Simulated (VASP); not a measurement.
The system is TiC.

```
Ti C
1.0
     0.00000    2.15930    2.15930
     2.15930    0.00000    2.15930
     2.15930    2.15930    0.00000
Ti C
1 1
Direct
  0.00000 0.00000 0.00000
  0.50000 0.50000 0.50000
```

Base run:

* Program: VASP 6.6.1
* Functional: PBEsol
* Potentials or basis: VASP PAW PBE potentials, release 64 (Ti_sv, C)
* Cutoff: 520 eV
* k mesh: 12 × 12 × 12
* Occupations: fermi-dirac, width 0.05 eV
* Spin: no spin polarisation

Its results: band gap on the k mesh none (metal or under the smearing width); pressure -4.3 GPa.

**Question.** The run is repeated on the same cell with these changes: functional from PBEsol to r2SCAN. What comes out?

**Answer.** Band gap on the k mesh none (metal or under the smearing width); pressure 2.7 GPa.

Caveats: the PAW data sets were made with another functional, which shifts forces and pressure a little.
